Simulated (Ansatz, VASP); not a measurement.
# InPt3C: VASP beside Ansatz, part 2 of 3

Aim: how closely do two programs agree when they are given the same cell, functional and k mesh? The cell is taken from a series of runs on this material, whose earlier steps may have relaxed, scaled, displaced or heated it; both programs get it as it stands.

VASP 6.6.1 and Ansatz 0.2.0.

So far: The starting structure; Ansatz: relaxation of cell and atoms, PBEsol, pair 1.

### 3. VASP: relaxation of cell and atoms, PBEsol, pair 1

Level of this step: PBEsol; plane waves and PAW (In_d, Pt, C) (VASP).

The same cell, functional, mesh and smearing now go to VASP, with its own data sets.

Lines of VASP's logs that name or quote its potential files are left out, and so is its time.

Input file INCAR:

```
SYSTEM = InPt3C
PREC = Accurate
ENCUT = 600
EDIFF = 1E-07
NELM = 120
ISMEAR = 1
SIGMA = 0.2
LREAL = .FALSE.
ALGO = Normal
GGA = PS
NBANDS = 58
LASPH = .TRUE.
LORBIT = 11
LWAVE = .FALSE.
LCHARG = .FALSE.
ISIF = 3
IBRION = 2
NSW = 80
EDIFFG = -0.005
GGA_COMPAT = .FALSE.
NELMIN = 4
KPAR = 2
```

Input file POSCAR:

```
InPt3C
1.0
    6.2141520000      0.0000000000      0.0000000000
    0.0000000000      4.3063150000      0.0000000000
    0.0000000000      0.0000000000      5.6041770000
In Pt C
2 6 2
Direct
    0.5000000000      0.0000000000      0.5000000892
    0.0000000000      0.0000000000      0.0000000892
    0.2500000000      0.5874904646      0.7500000892
    0.7500000000      0.4125095354      0.2500000892
    0.2500000000      0.4125095354      0.2500000892
    0.7500000000      0.5874904646      0.7500000892
    0.0000000000      0.0000000000      0.5000000892
    0.5000000000      0.0000000000      0.0000000892
    0.0000000000      0.5000000000      0.5000000892
    0.5000000000      0.5000000000      0.0000000892
```

Input file KPOINTS:

```
Automatic mesh
0
Gamma
6 8 6
0 0 0
```

PAW data sets: In_d, Pt and C (PBE family, release 64).

The run is started by

```bash
> mpirun -np 2 vasp_std
```

Numbers of over 12 decimals in the logs are rounded to 6 here.

Log:

```text
[banner, memory and clock lines left out]
running    2 mpi-ranks, on    1 nodes
 distrk:  each k-point on    1 cores,    2 groups
 distr:  one band on    1 cores,    1 groups

 POSCAR found type information on POSCAR InPtC
 POSCAR found :  3 types and      10 ions
|                                                                             |
|               ----> ADVICE to this user running VASP <----                  |
|                                                                             |
|     You enforced a specific xc type in the INCAR file but a different       |
|     [... a line on the potential file left out ...]
|     I HOPE YOU KNOW WHAT YOU ARE DOING!                                     |
|                                                                             |

 LDA part: xc-table for (Slater+PW92), standard interpolation
 POSCAR, INCAR and KPOINTS ok, starting setup
 FFT: planning ... GRIDC
 FFT: planning ... GRID_SOFT
 FFT: planning ... GRID
 WAVECAR not read
 entering main loop
       N       E                     dE             d eps       ncg     rms          rms(c)
DAV:   1     0.109422853122E+04    0.10942E+04   -0.46641E+04  9338   0.214E+03
DAV:   2     0.101965718004E+03   -0.99226E+03   -0.94491E+03  9728   0.557E+02
DAV:   3    -0.551853607410E+02   -0.15715E+03   -0.14203E+03  9972   0.190E+02
DAV:   4    -0.694415286059E+02   -0.14256E+02   -0.13567E+02 12702   0.560E+01
DAV:   5    -0.699784503341E+02   -0.53692E+00   -0.53367E+00 12272   0.107E+01    0.375E+01
DAV:   6    -0.658169493772E+02    0.41615E+01   -0.15606E+01 11558   0.219E+01    0.169E+01
DAV:   7    -0.656027463779E+02    0.21420E+00   -0.24865E+00 10916   0.937E+00    0.939E+00
DAV:   8    -0.655407104398E+02    0.62036E-01   -0.39542E-01 12168   0.368E+00    0.178E+00
DAV:   9    -0.655191241139E+02    0.21586E-01   -0.93866E-02 10900   0.239E+00    0.846E-01
DAV:  10    -0.655170412492E+02    0.20829E-02   -0.26859E-02 12658   0.108E+00    0.366E-01
DAV:  11    -0.655163162745E+02    0.72497E-03   -0.27192E-03 11798   0.315E-01    0.164E-01
DAV:  12    -0.655162740405E+02    0.42234E-04   -0.96395E-04 11584   0.120E-01    0.413E-02
DAV:  13    -0.655162569111E+02    0.17129E-04   -0.91874E-05 13002   0.728E-02    0.149E-02
DAV:  14    -0.655162566671E+02    0.24407E-06   -0.81063E-06 10750   0.168E-02    0.580E-03
DAV:  15    -0.655162563082E+02    0.35891E-06   -0.15210E-06 11176   0.627E-03    0.121E-03
DAV:  16    -0.655162562096E+02    0.98588E-07   -0.11098E-07  5400   0.226E-03
   1 F= -.65516256E+02 E0= -.65516254E+02  d E =-.655163E+02
[...]
2 F= -.65516151E+02 E0= -.65516140E+02  d E =0.105690E-03
[...]
3 F= -.65516298E+02 E0= -.65516293E+02  d E =-.420948E-04
[...]
4 F= -.65516298E+02 E0= -.65516293E+02  d E =-.421358E-04
 curvature:  -0.18 expect dE=-0.284E-05 dE for cont linesearch -0.172E-09
 trial: gam= 0.06619 g(F)=  0.609E-05 g(S)=  0.982E-05 ort =-0.488E-06 (trialstep = 0.871E+00)
 search vector abs. value=  0.169E-04
 bond charge predicted
       N       E                     dE             d eps       ncg     rms          rms(c)
DAV:   1    -0.655163227385E+02   -0.24335E-04   -0.24406E-03  9354   0.196E-01    0.297E-02
DAV:   2    -0.655163139411E+02    0.87973E-05   -0.62861E-05 14388   0.569E-02    0.144E-02
DAV:   3    -0.655163096356E+02    0.43055E-05   -0.85253E-06 11210   0.236E-02    0.939E-03
DAV:   4    -0.655163084658E+02    0.11699E-05   -0.33591E-06 12232   0.142E-02    0.243E-03
DAV:   5    -0.655163084833E+02   -0.17479E-07   -0.26882E-07  6634   0.320E-03
   5 F= -.65516308E+02 E0= -.65516296E+02  d E =-.101379E-04
 trial-energy change:   -0.000010  1 .order   -0.000010   -0.000014   -0.000007
 step:   1.6667(harm=  1.6667)  dis= 0.00047  next Energy=   -65.516312 (dE=-0.132E-04)
 reached required accuracy - stopping structural energy minimisation
```

Parts of OUTCAR (step 3):

```text
ion  position               nearest neighbor table
   1  0.500  0.000  0.500-   3 2.74   4 2.74   5 2.74   6 2.74   8 2.80   8 2.80   7 3.11   7 3.11
                             3 3.28   4 3.28   5 3.28   6 3.28
   2  0.000  0.000  0.000-   3 2.74   4 2.74   5 2.74   6 2.74   7 2.80   7 2.80   8 3.11   8 3.11
                             3 3.28   4 3.28   5 3.28   6 3.28
   3  0.250  0.587  0.750-   9 2.13  10 2.13   7 2.74   8 2.74   1 2.74   2 2.74   5 2.90   5 2.90
                             6 3.11   6 3.11   2 3.28   7 3.28   8 3.28   1 3.28
   4  0.750  0.413  0.250-   9 2.13  10 2.13   7 2.74   8 2.74   1 2.74   2 2.74   6 2.90   6 2.90
                             5 3.11   5 3.11   7 3.28   8 3.28   1 3.28   2 3.28
   5  0.250  0.413  0.250-   9 2.13  10 2.13   7 2.74   8 2.74   1 2.74   2 2.74   3 2.90   3 2.90
                             4 3.11   4 3.11   7 3.28   8 3.28   1 3.28   2 3.28
   6  0.750  0.587  0.750-   9 2.13  10 2.13   7 2.74   8 2.74   1 2.74   2 2.74   4 2.90   4 2.90
                             3 3.11   3 3.11   2 3.28   7 3.28   8 3.28   1 3.28
   7  0.000  0.000  0.500-   9 2.15   9 2.15   5 2.74   6 2.74   3 2.74   4 2.74   2 2.80   2 2.80
                             1 3.11   1 3.11   4 3.28   5 3.28   3 3.28   6 3.28
   8  0.500  0.000  0.000-  10 2.15  10 2.15   5 2.74   6 2.74   3 2.74   4 2.74   1 2.80   1 2.80
                             2 3.11   2 3.11   4 3.28   5 3.28   3 3.28   6 3.28
   9  0.000  0.500  0.500-   3 2.13   4 2.13   5 2.13   6 2.13   7 2.15   7 2.15
  10  0.500  0.500  0.000-   3 2.13   4 2.13   5 2.13   6 2.13   8 2.15   8 2.15

  LATTYP: Found a simple orthorhombic cell.
 ALAT       =     4.3063150000
 B/A-ratio  =     1.3013857556
 C/A-ratio  =     1.4430323838

 Subroutine GETGRP returns: Found  8 space group operations
 (whereof  4 operations were pure point group operations)

The static configuration has the point symmetry C_2h.
 The point group associated with its full space group is D_2h.

 Found     80 irreducible k-points:

   k-points           NKPTS =     80   k-points in BZ     NKDIM =     80   number of bands    NBANDS=     58

   dimension x,y,z NGX =    50 NGY =   36 NGZ =   48
   dimension x,y,z NGXF=   100 NGYF=   72 NGZF=   96

   ENCUT  =  600.0 eV  44.10 Ry    6.64 a.u.  12.41  8.60 11.19*2*pi/ulx,y,z

   NELECT =      94.0000    total number of electrons

 k-points in reciprocal lattice and weights: Automatic mesh
   0.00000000  0.00000000  0.00000000       0.003
   0.16666667  0.00000000  0.00000000       0.007
   0.33333333  0.00000000  0.00000000       0.007
   0.50000000  0.00000000  0.00000000       0.003
   0.00000000  0.12500000  0.00000000       0.007
   0.16666667  0.12500000  0.00000000       0.014
   0.33333333  0.12500000  0.00000000       0.014
   0.50000000  0.12500000  0.00000000       0.007
   0.00000000  0.25000000  0.00000000       0.007
[...]
0.33333333  0.50000000  0.50000000       0.007
   0.50000000  0.50000000  0.50000000       0.003

 average (electrostatic) potential at core
       1 -90.9250       2 -90.9250       3 -63.8492       4 -63.8492       5 -63.8492
       6 -63.8492       7 -63.7707       8 -63.7707       9 -46.2081      10 -46.2081

 E-fermi :  10.3501

 k-point     1 :       0.0000    0.0000    0.0000
  band No.  band energies     occupation
    ...
     45       9.1994      2.00000
     46       9.2353      2.00000
     47       9.6440      2.00001
     48      10.0040      2.03445
     49      10.0650      2.06161
     50      12.1374     -0.00000
     51      12.5047     -0.00000
     52      12.8588     -0.00000
     53      13.3054     -0.00000
     54      13.5684     -0.00000
    ...

 k-point     2 :       0.1667    0.0000    0.0000
  band No.  band energies     occupation
    ...
     45       9.3090      2.00000
     46       9.6818      2.00002
     47       9.7433      2.00015
     48      10.0731      2.06462
     49      10.1982      1.95812
     50      11.8750     -0.00000
     51      12.5954     -0.00000
     52      13.0027     -0.00000
     53      13.3140     -0.00000
     54      13.3876     -0.00000
    ...

 k-point     3 :       0.3333    0.0000    0.0000
  band No.  band energies     occupation
    ...
     44       8.6817      2.00000
     45       9.7112      2.00006
     46       9.8916      2.00556
     47      10.2360      1.81290
     48      10.2919      1.47053
     49      10.4208      0.44155
     50      11.3946     -0.00000
     51      12.7279     -0.00000
     52      13.1110     -0.00000
     53      13.3969     -0.00000
    ...

  Total        0.0046954     -0.0191902      0.0061702      0.0000000      0.0000000      0.0000000
  in kB        0.0501311     -0.2048872      0.0658771      0.0000000      0.0000000      0.0000000
  external PRESSURE =      -0.0296263 kB  Pullay stress =       0.0000000 kB

  energy-cutoff  :      600.00
  volume of cell :      150.06
      direct lattice vectors                 reciprocal lattice vectors
     6.215824597  0.000000000  0.000000000     0.160879701  0.000000000  0.000000000
     0.000000000  4.306228240 -0.000000000     0.000000000  0.232221783  0.000000000
     0.000000000  0.000000000  5.606348073     0.000000000  0.000000000  0.178369232

 POSITION                                       TOTAL-FORCE (eV/Angst)
 -----------------------------------------------------------------------------------
      3.10791      0.00000      2.80317         0.000000      0.000000      0.000000
      0.00000      0.00000      0.00000         0.000000      0.000000      0.000000
      1.55396      2.53017      4.20476         0.000000      0.002800     -0.000000
      4.66187      1.77606      1.40159         0.000000     -0.002800      0.000000
      1.55396      1.77606      1.40159         0.000000     -0.002800      0.000000
      4.66187      2.53017      4.20476         0.000000      0.002800     -0.000000
      0.00000      0.00000      2.80317         0.000000      0.000000      0.000000
      3.10791      0.00000      0.00000         0.000000      0.000000      0.000000
      0.00000      2.15311      2.80317         0.000000      0.000000      0.000000
      3.10791      2.15311      0.00000         0.000000      0.000000      0.000000
 -----------------------------------------------------------------------------------
    total drift:                               -0.000000     -0.000000     -0.000572

  FREE ENERGIE OF THE ION-ELECTRON SYSTEM (eV)
  ---------------------------------------------------
  free  energy   TOTEN  =       -65.5163084833 eV

  energy  without entropy=      -65.5162717142  energy(sigma->0) =      -65.51629623

 reached required accuracy - stopping structural energy minimisation

 total charge
# of ion       s       p       d       tot
------------------------------------------
    1        0.794   0.693   9.930  11.417
    2        0.794   0.693   9.930  11.417
    3        0.615   0.602   8.204   9.422
    4        0.615   0.602   8.204   9.422
    5        0.615   0.602   8.204   9.422
    6        0.615   0.602   8.204   9.422
    7        0.642   0.613   8.191   9.446
    8        0.642   0.613   8.191   9.446
    9        0.826   1.444   0.000   2.270
   10        0.826   1.444   0.000   2.270
--------------------------------------------------
tot          6.986   7.910  69.059  83.955

[... 3 further parts left out ...]
```

CONTCAR:

```
InPt3C
   1.00000000000000
     6.2158245967031345    0.0000000000000000    0.0000000000000000
     0.0000000000000000    4.3062282396892257   -0.0000000000000000
     0.0000000000000000    0.0000000000000000    5.6063480725192898
  In              Pt              C
     2     6     2
Direct
     0.5000000000000000    0.0000000000000000    0.5000000892000003
     0.0000000000000000    0.0000000000000000    0.0000000892000003
     0.2500000000000000    0.5875608793813736    0.7500000892000003
     0.7500000000000000    0.4124391206186264    0.2500000892000003
     0.2500000000000000    0.4124391206186264    0.2500000892000003
     0.7500000000000000    0.5875608793813736    0.7500000892000003
     0.0000000000000000    0.0000000000000000    0.5000000892000003
     0.5000000000000000    0.0000000000000000    0.0000000892000003
     0.0000000000000000    0.5000000000000000    0.5000000892000003
     0.5000000000000000    0.5000000000000000    0.0000000892000003
```

The run keeps the 8 symmetry operations of its start, so it cannot find a distortion of lower symmetry.

### 4. Side by side

Known differences besides the potentials themselves: the data sets hold 142 valence electrons in Ansatz (on its PAW soft_1 files) and 94 in VASP; the cutoff is 420 eV in Ansatz and 600 eV in VASP; Ansatz makes its cores anew for this functional, VASP keeps those of its PBE data sets; Ansatz adds a Pulay correction to the stress that steers its cell, VASP none. Total energies have different zeros and are not compared.

The two programs side by side:

| quantity | Ansatz | VASP | difference |
| --- | --- | --- | --- |
| volume (Å³) | 149.97 | 150.06 | -0.06 % |
| edge a after relaxation, in the typed setting (Å) | 6.214 | 6.216 | -0.03 % |
| edge b after relaxation, in the typed setting (Å) | 4.306 | 4.306 | +0.00 % |
| edge c after relaxation, in the typed setting (Å) | 5.604 | 5.606 | -0.04 % |

### 5. Ansatz: relaxation of cell and atoms, PBEsol, pair 2

The relaxed volume is the usual yardstick between codes: in a stiff, nearly cubic crystal its relative difference is about their pressure difference at one cell divided by the bulk modulus.

The cell is taken from a series of runs on this material, whose earlier steps may have relaxed, scaled, displaced or heated it; both programs get it as it stands.

Input file input.yaml:

```yaml
crystal:
  lattice:
    - [4.1159393134, -4.2277265067, 0.0]
    - [4.1159393134, 4.2277265067, 0.0]
    - [0.0, 0.0, 4.2795063858]
  atoms:
    - { symbol: In, position: [0.5, 0.5, 0.0] }
    - { symbol: In, position: [0.0, 0.0, 0.0] }
    - { symbol: Pt, position: [0.75, 0.75, 0.5] }
    - { symbol: Pt, position: [0.25, 0.25, 0.5] }
    - { symbol: Pt, position: [0.25, 0.75, 0.5831928188] }
    - { symbol: Pt, position: [0.75, 0.25, 0.4168071812] }
    - { symbol: Pt, position: [0.5, 0.0, 0.0] }
    - { symbol: Pt, position: [0.0, 0.5, 0.0] }
    - { symbol: C, position: [0.5, 0.0, 0.5] }
    - { symbol: C, position: [0.0, 0.5, 0.5] }
kpoints:
  mp_grid: { grid: [6, 6, 8] }
hamiltonian:
  xc: pbesol
  pseudopotentials: { kind: paw, azcp: { folder: soft_1 }, xc_functional: pbe }
scf:
  occupations: { method: methfessel_paxton, width: 0.2 }
output:
  forces: true
  stress: true
  eigenvalues: true
relax:
  adjacent_minimum: "off"
  f_tol: 0.001
  max_steps: 60
  cell: { stress_tol: 0.01 }
```

The run is started by

```bash
> ansatz run input.yaml --threads 4 --pin off --max-ram 10240MiB --backend cpu --events-out ev --progress --plain --runs-dir out
```

Log:

```text
[...]
Crystal: 10 atoms, lattice volume = 148.936 Å³
Basis set: ecut = 420 eV, 2901 PW (Γ), exchange–correlation on 80×80×60 points (8 copies of the dense FFT grid, shifted against one another)
Bands: 86, of which v1, the nominal top of the filled ones, is band 71 counted from 1 (70 counted from 0)
Symmetry: 8 space group operations
[...]
k-points: 65 of 288
[...]
atoms:
    - { symbol: In, position: [0.5, 0.5, 0] }
    - { symbol: In, position: [0, 0, 0] }
    - { symbol: Pt, position: [0.750000, 0.750000, 0.5] }
    - { symbol: Pt, position: [0.25, 0.25, 0.5] }
    - { symbol: Pt, position: [0.25, 0.75, 0.583244] }
    - { symbol: Pt, position: [0.75, 0.25, 0.416756] }
    - { symbol: Pt, position: [0.5, 0.0, 0] }
    - { symbol: Pt, position: [0.0, 0.5, 0] }
    - { symbol: C, position: [0.5, 0.0, 0.5] }
    - { symbol: C, position: [0.0, 0.5, 0.5] }
[key lines of the parts left out:]
SCF converged after 5 iterations
Free energy (F): -85854.669252 eV
Fermi energy:    19.190794 eV
P = ⅓ Tr σ = -0.0029 GPa (-0.029 kbar)
```

### 6. VASP: relaxation of cell and atoms, PBEsol, pair 2

The same cell, functional, mesh and smearing now go to VASP, with its own data sets.

INCAR is that of step 3.

Input file POSCAR:

```
InPt3C
1.0
    4.1159390000     -4.2277270000      0.0000000000
    4.1159390000      4.2277270000      0.0000000000
    0.0000000000      0.0000000000      4.2795060000
In Pt C
2 6 2
Direct
    0.5000000000      0.5000000000      0.0000000000
    0.0000000000      0.0000000000      0.0000000000
    0.7500000000      0.7500000000      0.5000000000
    0.2500000000      0.2500000000      0.5000000000
    0.2500000000      0.7500000000      0.5831927797
    0.7500000000      0.2500000000      0.4168072203
    0.5000000000      0.0000000000      0.0000000000
    0.0000000000      0.5000000000      0.0000000000
    0.5000000000      0.0000000000      0.5000000000
    0.0000000000      0.5000000000      0.5000000000
```

Input file KPOINTS:

```
Automatic mesh
0
Gamma
6 6 8
0 0 0
```

The run is started by

```bash
> mpirun -np 2 vasp_std
```

Log:

```text
[banner, memory and clock lines left out]
running    2 mpi-ranks, on    1 nodes
[...]
[... a notice as in an earlier step ...]

 LDA part: xc-table for (Slater+PW92), standard interpolation
 POSCAR, INCAR and KPOINTS ok, starting setup
[...]
entering main loop
       N       E                     dE             d eps       ncg     rms          rms(c)
DAV:   1     0.109337097363E+04    0.10934E+04   -0.46625E+04  7582   0.215E+03
DAV:   2     0.100248780550E+03   -0.99312E+03   -0.94385E+03  7956   0.556E+02
DAV:   3    -0.549497247928E+02   -0.15520E+03   -0.14058E+03  8042   0.190E+02
DAV:   4    -0.689543045882E+02   -0.14005E+02   -0.13330E+02 10344   0.553E+01
[...]
DAV:  15    -0.650788392463E+02    0.21714E-05   -0.55724E-06  8604   0.117E-02    0.404E-03
DAV:  16    -0.650788391668E+02    0.79450E-07   -0.12224E-06  8804   0.566E-03    0.111E-03
DAV:  17    -0.650788391481E+02    0.18741E-07   -0.55778E-08  4234   0.151E-03
   1 F= -.65078839E+02 E0= -.65079443E+02  d E =-.650788E+02
[... from here on, the cycles between the ionic steps are left out ...]
   2 F= -.65078648E+02 E0= -.65079259E+02  d E =0.191289E-03
   3 F= -.65078911E+02 E0= -.65079517E+02  d E =-.714026E-04
   4 F= -.65078920E+02 E0= -.65079525E+02  d E =-.922991E-05
   5 F= -.65078926E+02 E0= -.65079530E+02  d E =-.153451E-04
[...]
reached required accuracy - stopping structural energy minimisation
```

Parts of OUTCAR (step 6):

```text
  Total        0.0001414     -0.0085514      0.0092276      0.0000000      0.0000000      0.0000000
  in kB        0.0015195     -0.0919121      0.0991801      0.0000000      0.0000000      0.0000000
  external PRESSURE =       0.0029292 kB  Pullay stress =       0.0000000 kB

 POSITION                                       TOTAL-FORCE (eV/Angst)
 -----------------------------------------------------------------------------------
      4.11772     -0.00000      0.00000        -0.000000      0.000000      0.000000
      0.00000     -0.00000     -0.00000        -0.000000      0.000000      0.000000
      6.17658     -0.00000      2.13998        -0.000000     -0.000000      0.000000
      2.05886     -0.00000      2.13998        -0.000000     -0.000000      0.000000
      4.11772      2.11456      2.49747         0.000000     -0.000000      0.000032
      4.11772     -2.11456      1.78249         0.000000      0.000000     -0.000032
      2.05886     -2.11456     -0.00000        -0.000000      0.000000      0.000000
      2.05886      2.11456      0.00000        -0.000000      0.000000      0.000000
      2.05886     -2.11456      2.13998        -0.000000      0.000000      0.000000
      2.05886      2.11456      2.13998        -0.000000      0.000000      0.000000
 -----------------------------------------------------------------------------------
    total drift:                                0.000000      0.000000     -0.000000

  FREE ENERGIE OF THE ION-ELECTRON SYSTEM (eV)
  ---------------------------------------------------
  free  energy   TOTEN  =       -65.0789258957 eV

  energy  without entropy=      -65.0807379261  energy(sigma->0) =      -65.07952991

[... 1 part as in an earlier step ...]

[... 3 further parts left out ...]
[key lines of the parts left out:]
E-fermi :  10.5457
```

### 7. Side by side

What differs besides the data sets and the points named for the pairs above, as far as they apply: the data sets hold 142 valence electrons in Ansatz (on its PAW soft_1 files) and 94 in VASP. Total energies have different zeros and are not compared.

The two programs side by side:

| quantity | Ansatz | VASP | difference |
| --- | --- | --- | --- |
| volume (Å³) | 148.95 | 149.07 | -0.08 % |
| edge a after relaxation, in the typed setting (Å) | 5.900 | 5.903 | -0.04 % |
| edge c after relaxation, in the typed setting (Å) | 4.280 | 4.280 | +0.00 % |

[end of part 2 of 3]

[Lines on the potential files, build, host, timing and source positions are cut from VASP's logs without a mark.]

[Logs are printed without paths, hosts, clocks, repeated set-up lines and the standing remarks that a program may print on its own settings, such as how far it seeks lower states.]

[Hosts, paths, dates, database ids (printed as entryN), source tags and the programs' standing remarks are cut or masked in the printed files.]
